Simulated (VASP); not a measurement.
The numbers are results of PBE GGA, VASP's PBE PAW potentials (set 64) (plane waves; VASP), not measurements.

Input for VASP

### KPOINTS
```
Automatic mesh
0
Gamma
12 12 12
0 0 0
```

### INCAR
```
! general
SYSTEM   =  MoSi2
PREC     =  Accurate
ENCUT    =  520
LREAL    =  .FALSE.
LASPH    =  .TRUE.

! electronic loop
EDIFF    =  1E-6
NELM     =  100
ALGO     =  Normal
LMAXMIX  =  4

! smearing
ISMEAR   =  1
SIGMA    =  0.1

! functional
GGA      =  PE

! ions
IBRION   =  2
NSW      =  60
ISIF     =  3
EDIFFG   =  -0.02

! output
LWAVE    =  .FALSE.
LCHARG   =  .FALSE.
```

**POSCAR**
```
MoSi2
1.0
 -1.6092458429   1.6092458429   3.9365545226
  1.6092458429  -1.6092458429   3.9365545226
  1.6092458429   1.6092458429  -3.9365545226
Si Mo
2 1
Cart
 -0.0000000000   0.0000000000   5.2348431373
 -0.0000000000   0.0000000000   2.6382659079
  0.0000000000   0.0000000000   0.0000000000
```

POTCAR, in this order: Si Mo_sv (PBE.64 set). Program: vasp_std.

Output of the run:

OSZICAR:
```
       N       E                     dE             d eps       ncg     rms          rms(c)
DAV:   1     0.122963050583E+03    0.12296E+03   -0.11454E+04  4890   0.139E+03
DAV:   2    -0.211515219191E+02   -0.14411E+03   -0.14222E+03  6017   0.336E+02
DAV:   3    -0.241635706630E+02   -0.30120E+01   -0.29542E+01  6465   0.442E+01
DAV:   4    -0.241783927529E+02   -0.14822E-01   -0.14818E-01  5688   0.363E+00
DAV:   5    -0.241785332186E+02   -0.14047E-03   -0.14046E-03  6633   0.318E-01    0.209E+01
DAV:   6    -0.234285548145E+02    0.74998E+00   -0.77186E+00  5681   0.189E+01    0.453E+00
DAV:   7    -0.232962885814E+02    0.13227E+00   -0.11884E+00  5500   0.694E+00    0.436E+00
DAV:   8    -0.232614712240E+02    0.34817E-01   -0.12283E-01  5884   0.293E+00    0.456E-01
DAV:   9    -0.232607930735E+02    0.67815E-03   -0.23051E-03  5975   0.434E-01    0.253E-01
DAV:  10    -0.232607599264E+02    0.33147E-04   -0.74853E-04  5877   0.256E-01    0.575E-02
DAV:  11    -0.232607459896E+02    0.13937E-04   -0.28807E-04  5800   0.135E-01    0.425E-02
DAV:  12    -0.232607401379E+02    0.58517E-05   -0.30315E-05  5542   0.406E-02    0.102E-02
DAV:  13    -0.232607396911E+02    0.44681E-06   -0.12214E-06  3538   0.722E-03
   1 F= -.23260740E+02 E0= -.23260577E+02  d E =-.232607E+02
```

### OUTCAR
```
------------------------ aborting loop because EDIFF is reached ----------------------------------------
  FORCE on cell =-STRESS in cart. coord.  units (eV):
  Direction    XX          YY          ZZ          XY          YZ          ZX
  --------------------------------------------------------------------------------------
  Total       -0.0271565     -0.0271565      0.0265261      0.0000000      0.0000000      0.0000000
  in kB       -1.0669963     -1.0669963      1.0422268      0.0000000      0.0000000      0.0000000
  external PRESSURE =      -0.3639220 kB  Pullay stress =       0.0000000 kB
  volume of cell :       40.78
      direct lattice vectors                 reciprocal lattice vectors
    -1.609245843  1.609245843  3.936554523     0.000000000  0.310704547  0.127014626
     1.609245843 -1.609245843  3.936554523     0.310704547  0.000000000  0.127014626
     1.609245843  1.609245843 -3.936554523     0.310704547  0.310704547  0.000000000
 POSITION                                       TOTAL-FORCE (eV/Angst)
 -----------------------------------------------------------------------------------
      0.00000      0.00000      5.23484        -0.000000     -0.000000      0.007865
      0.00000      0.00000      2.63827         0.000000      0.000000     -0.007865
      0.00000      0.00000      0.00000        -0.000000     -0.000000     -0.000000
 -----------------------------------------------------------------------------------
    total drift:                                0.000000     -0.000000     -0.000000
  FREE ENERGIE OF THE ION-ELECTRON SYSTEM (eV)
  ---------------------------------------------------
  free  energy   TOTEN  =       -23.2607396911 eV

  energy  without entropy=      -23.2602527215  energy(sigma->0) =      -23.26057737

 reached required accuracy - stopping structural energy minimisation
```
(Selected blocks of OUTCAR.)

File OUTCAR:
```
 val. band max:       12.0164300724   @ k =  -0.4167   0.5000   0.3333

 cond. band min:      12.0424157371   @ k =   0.0833   0.0000   0.0000


 Fermi energy:        12.0389861825

 k-point     1 :       0.0000    0.0000    0.0000
  band No.  band energies     occupation
      1     -48.6807      2.00000
      2     -22.8204      2.00000
      3     -22.7555      2.00000
      4     -22.7555      2.00000
      5      -1.2565      2.00000
      6       5.7565      2.00000
      7       8.6390      2.00000
      8       9.0725      2.00000
      9       9.4734      2.00000
     10       9.4734      2.00000
     11      12.4108     -0.00000
     12      15.1202      0.00000
     13      15.3051      0.00000
     14      15.5205      0.00000
     15      15.5205      0.00000

 k-point     2 :       0.0833    0.0000    0.0000
  band No.  band energies     occupation
      1     -48.6795      2.00000
      2     -22.8192      2.00000
      3     -22.7720      2.00000
      4     -22.7540      2.00000
      5      -1.1318      2.00000
      6       5.7586      2.00000
      7       8.2288      2.00000
      8       9.0797      2.00000
      9       9.5564      2.00000
     10       9.6897      2.00000
     11      12.0424      0.94199
     12      14.6217      0.00000
     13      14.9489      0.00000
     14      15.5856      0.00000
     15      15.8960      0.00000

 k-point     3 :       0.1667    0.0000    0.0000
  band No.  band energies     occupation
      1     -48.6764      2.00000
      2     -22.8177      2.00000
      3     -22.8148      2.00000
      4     -22.7499      2.00000
      5      -0.7640      2.00000
      6       5.7020      2.00000
      7       7.5509      2.00000
      8       9.0194      2.00000
      9       9.7900      2.00000
     10       9.9147      2.00000
     11      11.3436      2.00000
     12      13.9022     -0.00000
     13      14.3121      0.00000
     14      16.1413      0.00000
     15      16.2667      0.00000
...
```

The compound is MoSi2 in the MoSi2 type structure. It was relaxed first. The start is the result of an earlier pass.
